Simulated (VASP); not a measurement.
Output of a VASP run:

**OUTCAR**
```
 ion  position               nearest neighbor table
   1  0.000  0.000  0.000-   2 2.42   3 2.42   4 2.42   2 2.42   3 2.42   2 2.42   4 2.42   2 2.42
                             3 2.42   4 2.42   3 2.42   4 2.42
   2  0.000  0.500  0.500-   1 2.42   3 2.42   4 2.42   1 2.42   4 2.42   1 2.42   3 2.42   1 2.42
                             3 2.42   4 2.42   4 2.42   3 2.42
   3  0.500  0.000  0.500-   1 2.42   2 2.42   4 2.42   1 2.42   4 2.42   2 2.42   4 2.42   4 2.42
                             1 2.42   2 2.42   1 2.42   2 2.42
   4  0.500  0.500  0.000-   1 2.42   2 2.42   3 2.42   2 2.42   3 2.42   1 2.42   3 2.42   3 2.42
                             1 2.42   2 2.42   2 2.42   1 2.42
  LATTYP: Found a simple cubic cell.
 ALAT       =     3.4243009262
 Subroutine PRICEL returns:
 Original cell was already a primitive cell.
 Subroutine GETGRP returns: Found 48 space group operations
The static configuration has the point symmetry O_h .
The dynamic configuration has the point symmetry O_h .
The overall configuration has the point symmetry O_h .
 Subroutine INISYM returns: Found 48 space group operations
 Subroutine IBZKPT returns following result:
 Found     35 irreducible k-points:

 Following reciprocal coordinates:
            Coordinates               Weight
  0.000000  0.000000  0.000000      1.000000
  0.111111  0.000000  0.000000      6.000000
  0.222222  0.000000  0.000000      6.000000
  0.333333  0.000000  0.000000      6.000000
  0.444444  0.000000  0.000000      6.000000
  0.111111  0.111111  0.000000     12.000000
  0.222222  0.111111  0.000000     24.000000
  0.333333  0.111111  0.000000     24.000000
  0.444444  0.111111  0.000000     24.000000
  0.222222  0.222222  0.000000     12.000000
  0.333333  0.222222  0.000000     24.000000
  0.444444  0.222222  0.000000     24.000000
  0.333333  0.333333  0.000000     12.000000
  0.444444  0.333333  0.000000     24.000000
  0.444444  0.444444  0.000000     12.000000
  0.111111  0.111111  0.111111      8.000000
  0.222222  0.111111  0.111111     24.000000
  0.333333  0.111111  0.111111     24.000000
  0.444444  0.111111  0.111111     24.000000
  0.222222  0.222222  0.111111     24.000000
  0.333333  0.222222  0.111111     48.000000
  0.444444  0.222222  0.111111     48.000000
  0.333333  0.333333  0.111111     24.000000
  0.444444  0.333333  0.111111     48.000000
  0.444444  0.444444  0.111111     24.000000
  0.222222  0.222222  0.222222      8.000000
  0.333333  0.222222  0.222222     24.000000
  0.444444  0.222222  0.222222     24.000000
  0.333333  0.333333  0.222222     24.000000
  0.444444  0.333333  0.222222     48.000000
  0.444444  0.444444  0.222222     24.000000
  0.333333  0.333333  0.333333      8.000000
  0.444444  0.333333  0.333333     24.000000
  0.444444  0.444444  0.333333     24.000000
  0.444444  0.444444  0.444444      8.000000
   k-points           NKPTS =     35   k-points in BZ     NKDIM =     35   number of bands    NBANDS=     25
   number of dos      NEDOS =    301   number of ions     NIONS =      4
   total plane-waves  NPLWV =  21952
   dimension x,y,z NGX =    28 NGY =   28 NGZ =   28
   dimension x,y,z NGXF=    56 NGYF=   56 NGZF=   56
   ions per type =               1   3
   PREC   = accura    normal or accurate (medium, high low for compatibility)
   ISTART =      0    job   : 0-new  1-cont  2-samecut
   ICHARG =      2    charge: 1-file 2-atom 10-const
   ISPIN  =      2    spin polarized calculation?
   LNONCOLLINEAR =      F non collinear calculations
   LSORBIT =      F    spin-orbit coupling
   INIWAV =      1    electr: 0-lowe 1-rand  2-diag
   ENCUT  =  520.0 eV  38.22 Ry    6.18 a.u.   6.37  6.37  6.37*2*pi/ulx,y,z
   NELM   =    100;   NELMIN=  2; NELMDL= -5     # of ELM steps
   EDIFF  = 0.1E-06   stopping-criterion for ELM
   LREAL  =      F    real-space projection
   NLSPLINE    = F    spline interpolate recip. space projectors
   LMAXMIX     =    4 max onsite mixed and CHGCAR
   VOSKOWN=      0    Vosko Wilk Nusair interpolation
   EDIFFG = 0.1E-05   stopping-criterion for IOM
   NSW    =      0    number of steps for IOM
...
```

File OSZICAR:
```
       N       E                     dE             d eps       ncg     rms          rms(c)
DAV:   1     0.254282396154E+03    0.25428E+03   -0.17378E+04  3628   0.218E+03
DAV:   2    -0.566458011964E+01   -0.25995E+03   -0.25105E+03  3541   0.378E+02
DAV:   3    -0.194901840436E+02   -0.13826E+02   -0.13174E+02  3564   0.121E+02
DAV:   4    -0.196887780156E+02   -0.19859E+00   -0.19804E+00  3774   0.152E+01
DAV:   5    -0.196944710047E+02   -0.56930E-02   -0.56924E-02  4943   0.211E+00    0.232E+01
DAV:   6    -0.163373696187E+02    0.33571E+01   -0.36630E+01  3592   0.943E+01    0.148E+01
DAV:   7    -0.185926593478E+02   -0.22553E+01   -0.14929E+01  4044   0.105E+02    0.235E+01
DAV:   8    -0.154111291343E+02    0.31815E+01   -0.11750E+01  4300   0.554E+01    0.489E+00
DAV:   9    -0.154534541124E+02   -0.42325E-01   -0.47030E-01  3992   0.843E+00    0.318E+00
DAV:  10    -0.154212149430E+02    0.32239E-01   -0.68081E-02  4738   0.714E+00    0.137E+00
DAV:  11    -0.154199078806E+02    0.13071E-02   -0.18557E-02  5361   0.159E+00    0.759E-01
DAV:  12    -0.154209052971E+02   -0.99742E-03   -0.30582E-03  4357   0.142E+00    0.197E-01
DAV:  13    -0.154209692632E+02   -0.63966E-04   -0.72083E-04  4591   0.325E-01    0.819E-02
DAV:  14    -0.154209806343E+02   -0.11371E-04   -0.87047E-05  4548   0.212E-01    0.357E-02
DAV:  15    -0.154209764077E+02    0.42266E-05   -0.15404E-05  5031   0.625E-02    0.775E-03
DAV:  16    -0.154209768133E+02   -0.40555E-06   -0.13564E-06  3707   0.145E-02    0.350E-03
DAV:  17    -0.154209766405E+02    0.17280E-06   -0.25370E-07  2472   0.927E-03    0.124E-03
DAV:  18    -0.154209765004E+02    0.14004E-06   -0.70370E-08  1835   0.473E-03    0.107E-03
DAV:  19    -0.154209765089E+02   -0.84360E-08   -0.21268E-08  1821   0.312E-03
   1 F= -.15420977E+02 E0= -.15421393E+02  d E =0.125067E-02  mag=     4.4569
```

File OUTCAR:
```
------------------------ aborting loop because EDIFF is reached ----------------------------------------
  FORCE on cell =-STRESS in cart. coord.  units (eV):
  Direction    XX          YY          ZZ          XY          YZ          ZX
  --------------------------------------------------------------------------------------
  Total        3.8814861      3.8814861      3.8814861     -0.0000000      0.0000000     -0.0000000
  in kB      154.8791102    154.8791102    154.8791102     -0.0000000      0.0000000     -0.0000000
  external PRESSURE =     154.8791102 kB  Pullay stress =       0.0000000 kB
  volume of cell :       40.15
      direct lattice vectors                 reciprocal lattice vectors
     3.424300926  0.000000000  0.000000000     0.292030409  0.000000000  0.000000000
     0.000000000  3.424300926  0.000000000     0.000000000  0.292030409  0.000000000
     0.000000000  0.000000000  3.424300926     0.000000000  0.000000000  0.292030409
 POSITION                                       TOTAL-FORCE (eV/Angst)
 -----------------------------------------------------------------------------------
      0.00000      0.00000      0.00000         0.000000      0.000000      0.000000
      0.00000      1.71215      1.71215         0.000000      0.000000      0.000000
      1.71215      0.00000      1.71215         0.000000      0.000000      0.000000
      1.71215      1.71215      0.00000         0.000000      0.000000      0.000000
 -----------------------------------------------------------------------------------
    total drift:                                0.000000      0.000000      0.000000
  FREE ENERGIE OF THE ION-ELECTRON SYSTEM (eV)
  ---------------------------------------------------
  free  energy   TOTEN  =       -15.4209765089 eV

  energy  without entropy=      -15.4222271819  energy(sigma->0) =      -15.42139340

 total charge

# of ion       s       p       d       tot
------------------------------------------
    1        0.517   0.588   6.221   7.327
    2        0.552   0.607   8.390   9.549
    3        0.552   0.607   8.390   9.549
    4        0.552   0.607   8.390   9.549
--------------------------------------------------
tot          2.174   2.410  31.392  35.975

 magnetization (x)

# of ion       s       p       d       tot
------------------------------------------
    1        0.007   0.000   2.721   2.728
    2       -0.015  -0.042   0.623   0.565
    3       -0.015  -0.042   0.623   0.565
    4       -0.015  -0.042   0.623   0.565
--------------------------------------------------
tot         -0.039  -0.127   4.589   4.423
```
(Selected blocks of OUTCAR.)

### POSCAR
```
Ni3Fe
1
    3.4243009262     0.0000000000     0.0000000000
    0.0000000000     3.4243009262     0.0000000000
    0.0000000000     0.0000000000     3.4243009262
Fe Ni
1 3
Direct
  0.0000000000   0.0000000000   0.0000000000
  0.0000000000   0.5000000000   0.5000000000
  0.5000000000   0.0000000000   0.5000000000
  0.5000000000   0.5000000000   0.0000000000
```

Problem. Write an INCAR and KPOINTS that could have produced this output.

Solution. This is not unique; one that fits is the input of the run itself, vdW-DF-cx, plane waves, VASP's PBE PAW potentials (set 64).

KPOINTS:
```
Automatic mesh
0
Gamma
9 9 9
0 0 0
```

**INCAR**
```
SYSTEM = Ni3Fe
PREC = Accurate; ENCUT = 520; LREAL = F
LASPH = T
EDIFF = 1E-7; NELM = 100; ALGO = Normal
LMAXMIX = 4
ISMEAR = 1; SIGMA = 0.1
GGA = CX; LUSE_VDW = T; AGGAC = 0.0
MAGMOM = 2.8 3*0.6
ISPIN = 2
ISIF = 2
LWAVE = F; LCHARG = F; LORBIT = 10
```

POTCAR, in this order: Fe Ni (PBE.64 set). Program: vasp_std.

The compound is Ni3Fe in the L1_2 structure. This cell is one point of a volume scan, at 0.94 of the reference volume.
